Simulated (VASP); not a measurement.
# A VASP study of HfGe (AM05): structure first, properties next, part 4 of 5

What structure does HfGe take at this level, and what are its properties? The cell is invented: it takes the structure of a Materials Project entry for HfTi (space group 187 there), with some of its atoms replaced by other elements, volume scaled by an estimate. It may not be a known or stable phase.

VASP 6.6.1, plane waves and PAW; the level of theory is named at each step.

Still holding for the runs below: The k-mesh is coarse for a metal. Spin-orbit coupling is off here; with elements this heavy it splits and shifts levels by tenths of an eV or more.

So far. Step 5 (Band structure (AM05)): There is no gap at this level. Step 6 (Total and projected DOS (AM05)): The finer mesh and the other smearing move the Fermi level by +0.00 eV from the 8×8×5 run, a small shift, which tests the Fermi level alone. Of the states within 0.3 eV of the Fermi level, the largest shares in the PAW spheres are Hf d 44 %, Ge p 9 % and Hf p 9 %. The rest lies in smaller channels or between the spheres.

## (7) Band structure (TB-mBJ)

This step: TB-mBJ; plane waves and PAW (Hf_pv, Ge_d); invented cell (VASP 6.6.1).

The mesh alone shows little of the dispersion and can miss band extrema, so KPOINTS_OPT adds a path through the symmetry points after the self-consistent cycle. TB-mBJ is a local potential fitted to gaps: it costs far less than a hybrid but gives no energy.

Input file INCAR:

```
SYSTEM = HfGe
PREC = Accurate
ENCUT = 410
EDIFF = 1E-06
NELM = 150
ISMEAR = 0
SIGMA = 0.05
LREAL = .FALSE.
ALGO = Normal
METAGGA = MBJ
LASPH = .TRUE.
NBANDS = 24
LORBIT = 11
LWAVE = .FALSE.
LCHARG = .FALSE.
```

Input file POSCAR:

```
HfGe
1.0
    3.0920318168     -0.0000000107      0.0000000000
   -1.5460164272      2.6777780606      0.0000000000
    0.0000000000      0.0000000000      4.4284952924
Hf Ge
1 1
Direct
    0.6666666700      0.3333333300      0.5000000000
    0.3333333300      0.6666666700      0.0000000000
```

Input file KPOINTS:

```
Automatic mesh
0
Gamma
8 8 5
0 0 0
```

Input file KPOINTS_OPT:

```
Line mode
16
Line-mode
Reciprocal
  0.00000000   0.00000000   0.00000000 GAMMA
  0.50000000   0.00000000   0.00000000 M

  0.50000000   0.00000000   0.00000000 M
  0.33333333   0.33333333   0.00000000 K

  0.33333333   0.33333333   0.00000000 K
  0.00000000   0.00000000   0.00000000 GAMMA

  0.00000000   0.00000000   0.00000000 GAMMA
  0.00000000   0.00000000   0.50000000 A

  0.00000000   0.00000000   0.50000000 A
  0.50000000   0.00000000   0.50000000 L

  0.50000000   0.00000000   0.50000000 L
  0.33333333   0.33333333   0.50000000 H

  0.33333333   0.33333333   0.50000000 H
  0.00000000   0.00000000   0.50000000 A

  0.50000000   0.00000000   0.50000000 L
  0.50000000   0.00000000   0.00000000 M

  0.33333333   0.33333333   0.00000000 K
  0.33333333   0.33333333   0.50000000 H
```

The projector-augmented-wave data sets are Hf_pv and Ge_d (PBE family, release 64).

Launch:

```sh
mpirun -np 1 vasp_std
```

The log of the run:

```text
[banner, memory and clock lines left out]
running    1 mpi-ranks, on    1 nodes
 distrk:  each k-point on    1 cores,    1 groups
 distr:  one band on    1 cores,    1 groups

 POSCAR found type information on POSCAR HfGe
 POSCAR found :  2 types and       2 ions
 [... a notice as in an earlier step ...]

 LDA part: xc-table for (None), standard interpolation
 POSCAR, INCAR and KPOINTS ok, starting setup
 FFT: planning ... GRIDC
 FFT: planning ... GRID_SOFT
 FFT: planning ... GRID
 WAVECAR not read
 entering main loop
       N       E                     dE             d eps       ncg     rms          rms(c)
DAV:   1     0.102108202851E+04    0.10211E+04   -0.10080E+04  1832   0.193E+03
DAV:   2     0.888018472427E+03   -0.13306E+03   -0.12499E+03  1616   0.453E+02
DAV:   3     0.874295680631E+03   -0.13723E+02   -0.13648E+02  1736   0.762E+01
DAV:   4     0.874052982951E+03   -0.24270E+00   -0.24265E+00  1560   0.106E+01
DAV:   5     0.874049930206E+03   -0.30527E-02   -0.30527E-02  1736   0.136E+00    0.569E+01
DAV:   6     0.875203133537E+03    0.11532E+01   -0.12736E+01  1888   0.250E+01    0.200E+01
DAV:   7     0.874388898328E+03   -0.81424E+00   -0.15074E+01  2160   0.201E+01    0.232E+01
DAV:   8     0.874892581387E+03    0.50368E+00   -0.50423E+00  1624   0.680E+00    0.549E+00
DAV:   9     0.874754378601E+03   -0.13820E+00   -0.17713E+00  1656   0.469E+00    0.443E+00
DAV:  10     0.875057417686E+03    0.30304E+00   -0.12297E+00  1720   0.310E+00    0.338E-01
DAV:  11     0.875024374301E+03   -0.33043E-01   -0.41451E-01  1576   0.171E+00    0.144E+00
DAV:  12     0.875062187695E+03    0.37813E-01   -0.17355E-01  1624   0.118E+00    0.380E-01
DAV:  13     0.875043688970E+03   -0.18499E-01   -0.45579E-02  1560   0.570E-01    0.792E-01
DAV:  14     0.875041368125E+03   -0.23208E-02   -0.17388E-02  1616   0.384E-01    0.212E-01
DAV:  15     0.875034520712E+03   -0.68474E-02   -0.17843E-03  1848   0.194E-01    0.217E-01
DAV:  16     0.875028259958E+03   -0.62608E-02   -0.76410E-04  1720   0.803E-02    0.503E-02
DAV:  17     0.875030012926E+03    0.17530E-02   -0.56665E-04  1608   0.682E-02    0.871E-02
DAV:  18     0.875029364316E+03   -0.64861E-03   -0.33873E-04  1632   0.529E-02    0.652E-03
DAV:  19     0.875029401781E+03    0.37465E-04   -0.10228E-04  1608   0.270E-02    0.375E-02
DAV:  20     0.875029439877E+03    0.38096E-04   -0.44181E-05  1368   0.166E-02    0.943E-03
DAV:  21     0.875029412410E+03   -0.27466E-04   -0.94714E-06  1336   0.935E-03    0.175E-02
DAV:  22     0.875029368721E+03   -0.43689E-04   -0.48989E-06  1352   0.632E-03    0.813E-03
DAV:  23     0.875029319921E+03   -0.48800E-04   -0.60820E-07   888   0.279E-03    0.874E-03
DAV:  24     0.875029298813E+03   -0.21108E-04   -0.25505E-07   776   0.191E-03    0.680E-03
DAV:  25     0.875029273816E+03   -0.24997E-04   -0.29644E-08   744   0.938E-04    0.605E-03
DAV:  26     0.875029236848E+03   -0.36968E-04   -0.11809E-07   744   0.119E-03    0.432E-03
DAV:  27     0.875029219825E+03   -0.17023E-04   -0.25425E-08   744   0.752E-04    0.356E-03
DAV:  28     0.875029192416E+03   -0.27409E-04   -0.69814E-08   768   0.863E-04    0.237E-03
DAV:  29     0.875029174736E+03   -0.17680E-04   -0.33239E-08   760   0.718E-04    0.153E-03
DAV:  30     0.875029161177E+03   -0.13559E-04   -0.22399E-08   720   0.532E-04    0.763E-04
DAV:  31     0.875029143623E+03   -0.17555E-04   -0.30722E-08   720   0.588E-04    0.141E-04
DAV:  32     0.875029139373E+03   -0.42495E-05   -0.68910E-09   720   0.367E-04    0.397E-04
DAV:  33     0.875029137131E+03   -0.22425E-05   -0.10864E-09   720   0.198E-04    0.514E-04
DAV:  34     0.875029138029E+03    0.89844E-06   -0.27760E-10   720   0.974E-05
   1 F= 0.87502914E+03 E0= 0.87502947E+03  d E =-.655611E-03
 Start KPOINTS_OPT (optional k-point list driver)
k-point batch [1-30\144]
       N       E                     dE             ncg
DAV:   1    -0.461319342687E+04   -0.23585E+05     1808
DAV:   2    -0.878212832936E+04   -0.41689E+04     1632
DAV:   3    -0.923018682151E+04   -0.44806E+03     1712
DAV:   4    -0.923934185412E+04   -0.91550E+01     1560
DAV:   5    -0.923946381263E+04   -0.12196E+00     1664
DAV:   6    -0.923946698113E+04   -0.31685E-02     1640
DAV:   7    -0.923946708745E+04   -0.10632E-03     1696
DAV:   8    -0.923946709102E+04   -0.35701E-05     1344
DAV:   9    -0.923946709125E+04   -0.23267E-06      952
[...]
k-point batch [121-144\144]
       N       E                     dE             ncg
DAV:   1     0.162924924264E+04   -0.25870E+05     1480
DAV:   2    -0.169848021273E+04   -0.33277E+04     1352
DAV:   3    -0.206819060034E+04   -0.36971E+03     1288
DAV:   4    -0.207670508342E+04   -0.85145E+01     1328
DAV:   5    -0.207683081857E+04   -0.12574E+00     1320
DAV:   6    -0.207683408495E+04   -0.32664E-02     1360
DAV:   7    -0.207683419418E+04   -0.10923E-03     1328
DAV:   8    -0.207683419819E+04   -0.40122E-05     1208
DAV:   9    -0.207683419839E+04   -0.20135E-06      840
```

The job ended after 95 s (1 MPI rank of AMD EPYC 7R43, shared host; peak memory 0.13 GiB).

OUTCAR, selected parts (step 7):

```text
   NELECT =      24.0000    total number of electrons

 E-fermi :   6.5403

 k-point     1 :       0.0000    0.0000    0.0000
  band No.  band energies     occupation
    ...
      7     -18.4515      2.00000
      8     -18.4514      2.00000
      9      -5.2493      2.00000
     10       3.2823      2.00000
     11       4.2897      2.00000
     12       7.9719      0.00000
     13       7.9720      0.00000
     14      10.9034      0.00000
     15      10.9035      0.00000
     16      12.7385      0.00000
    ...

  Total      -97.1953115    -97.1953081    -99.1020361      0.0000192      0.0000000      0.0000000
  in kB    -4246.9894168  -4246.9892664  -4330.3045400      0.0008375      0.0000000      0.0000000
  external PRESSURE =   -4274.7610744 kB  Pullay stress =       0.0000000 kB

 POSITION                                       TOTAL-FORCE (eV/Angst)
 -----------------------------------------------------------------------------------
      1.54602      0.89259      2.21425         0.000000     -0.000000      0.000000
     -0.00000      1.78519      0.00000        -0.000000      0.000000      0.000000
 -----------------------------------------------------------------------------------
    total drift:                                0.000014     -0.000007     -0.000000

  FREE ENERGIE OF THE ION-ELECTRON SYSTEM (eV)
  ---------------------------------------------------
  free  energy   TOTEN  =       875.0291380294 eV

  energy  without entropy=      875.0297936406  energy(sigma->0) =      875.02946584

[... 8 parts as in an earlier step ...]

[... 9 further parts left out ...]
```

This functional is a potential without an energy, so its energies, forces and stress mean nothing and are not read.

Numbers from this step:

| Item | Value |
| --- | --- |
| SCF cycles | 34 |
| irreducible k-points | 30 |
| Fermi energy | 6.540 eV |

The electronic bands at the labelled points (eV, zero at the Fermi level; # counts the bands kept, so #1 is VASP's band 9):

| point | #1 | #2 | #3 | #4 | #5 | #6 | #7 | #8 |
| --- | --- | --- | --- | --- | --- | --- | --- | --- |
| Γ | -11.79 | -3.26 | -2.25 | 1.43 | 1.43 | 4.36 | 4.36 | 6.20 |
| 0.53 of the way | -10.24 | -2.67 | -1.83 | -1.14 | 2.69 | 2.96 | 3.62 | 4.55 |
| M | -7.58 | -5.19 | -2.96 | -1.57 | 3.11 | 3.39 | 4.29 | 5.21 |
| 0.47 of the way | -7.27 | -4.83 | -2.73 | -1.50 | 1.33 | 1.53 | 3.64 | 6.37 |
| K | -6.66 | -3.98 | -2.99 | -2.32 | 0.08 | 1.97 | 2.19 | 5.90 |
| 0.53 of the way | -10.20 | -2.63 | -1.49 | -1.05 | 1.52 | 2.99 | 3.46 | 4.96 |
| Γ | -11.79 | -3.26 | -2.25 | 1.43 | 1.43 | 4.36 | 4.36 | 6.20 |
| 0.53 of the way | -11.23 | -5.49 | -0.78 | 1.61 | 1.61 | 3.85 | 3.85 | 7.54 |
| A | -10.59 | -6.81 | -0.23 | 1.79 | 1.79 | 3.47 | 3.47 | 7.64 |
| 0.47 of the way | -9.75 | -5.27 | -0.12 | -0.06 | 1.10 | 2.03 | 3.41 | 5.02 |
| L | -7.79 | -4.23 | -3.35 | -0.17 | 0.88 | 1.77 | 3.89 | 6.89 |
| 0.53 of the way | -7.48 | -3.98 | -2.69 | -0.92 | -0.15 | 1.88 | 4.23 | 6.13 |
| H | -7.09 | -3.78 | -2.20 | -2.13 | 0.07 | 1.90 | 4.59 | 5.25 |
| 0.47 of the way | -9.15 | -4.30 | -0.96 | -0.38 | 0.06 | 1.36 | 4.60 | 5.44 |
| A | -10.59 | -6.81 | -0.23 | 1.79 | 1.79 | 3.47 | 3.47 | 7.64 |
| jump to L | -7.79 | -4.23 | -3.35 | -0.17 | 0.88 | 1.77 | 3.89 | 6.89 |
| 0.47 of the way | -7.66 | -5.04 | -2.59 | -1.08 | 1.41 | 2.35 | 4.70 | 6.10 |
| M | -7.58 | -5.19 | -2.96 | -1.57 | 3.11 | 3.39 | 4.29 | 5.21 |
| jump to K | -6.66 | -3.98 | -2.99 | -2.32 | 0.08 | 1.97 | 2.19 | 5.90 |
| 0.47 of the way | -6.87 | -3.39 | -3.37 | -2.22 | 0.07 | 2.79 | 3.34 | 4.42 |
| H | -7.09 | -3.78 | -2.20 | -2.13 | 0.07 | 1.90 | 4.59 | 5.25 |

Of the projections kept (Hf, Ge), the largest for each band there; the rest of the weight can lie on other orbitals:

| point | #1 | #2 | #3 | #4 | #5 | #6 | #7 | #8 |
| --- | --- | --- | --- | --- | --- | --- | --- | --- |
| Γ | Ge 0.81 | Hf 0.89 | Ge 0.57 | Hf 0.92 | Hf 0.92 | Hf 0.98 | Hf 0.98 | Hf 0.80 |
| M | Ge 0.83 | Ge 0.67 | Hf 0.62 | Hf 0.92 | Hf 0.94 | Ge 0.85 | Hf 0.58 | Hf 0.84 |
| K | Ge 0.84 | Ge 0.59 | Ge 0.60 | Hf 0.56 | Hf 0.90 | Hf 0.84 | Hf 0.82 | Hf 0.94 |
| Γ | Ge 0.81 | Hf 0.89 | Ge 0.57 | Hf 0.92 | Hf 0.92 | Hf 0.98 | Hf 0.98 | Hf 0.80 |
| A | Ge 0.85 | Hf 0.67 | Hf 0.87 | Hf 0.98 | Hf 0.98 | Hf 0.81 | Hf 0.81 | Ge 0.80 |
| L | Ge 0.82 | Ge 0.75 | Hf 0.76 | Hf 0.75 | Hf 0.62 | Hf 0.91 | Hf 0.75 | Hf 1.00 |

The electronic bands as a text plot (rows in eV, shown from -8.0 to 6.4 only):

```
    6.1 |*  ***** * **  *  * **     *       ******* **      *
    5.5 | *     *        *           *  *    ***** *      ****
    4.9 |        *        * *         *         ***       *     *
    4.3 |********          *****       **  *****   *    ** ** ***
    3.7 |   ****  *       **    ***   *  **            *   *   *
    3.1 |   *****  *     **        ***              * *   * * **
    2.5 |   **   *  **  **          **               *     * **
    1.9 | **      * ***** ***   ***** * *********** *******     *
    1.3 |*         *   * *   ***   ** ***          ** *  *
    0.7 | *        *  * *   *        *   **        ***  *
    0.1 |  *        **     *       ****   ******   ****      ****
   -0.5 |               * *     ***    ***  *   ****   **
   -1.1 |   ***          *     *                 *       **
   -1.7 |   *  *****   * **   *        *     *  * *        **
   -2.3 |*****     **** * ****               *****        *  ****
   -2.9 | *  ****** ** ***  *           *  **           ** *** *
   -3.5 |*    *        *     **          **   *****          ****
   -4.1 |           ***                 ******
   -4.7 |      *  **           *       *           *    **
   -5.3 |       **              *     *                   ***
   -5.9 |                            *              **
   -6.5 |           **           ****                 *      *
   -7.1 |         **  *                      ***       *      ***
   -7.7 |       **                        ***   *       *****
         Γ      M    K        Γ   A       L   H       A|L  M|K  H
```

There is no gap at this level.

(Part 4 of 5 ends here.)

[Lines on the potential files, build, host, timing and source positions are cut from VASP's logs without a mark.]

[Logs are printed without paths, hosts, clocks, repeated set-up lines and the standing remarks that a program may print on its own settings, such as how far it seeks lower states.]

[Hosts, paths, dates, database ids (printed as entryN), source tags and the programs' standing remarks are cut or masked in the printed files.]

[A measured line is paired with the nearest computed mode of its activity, which favours agreement.]
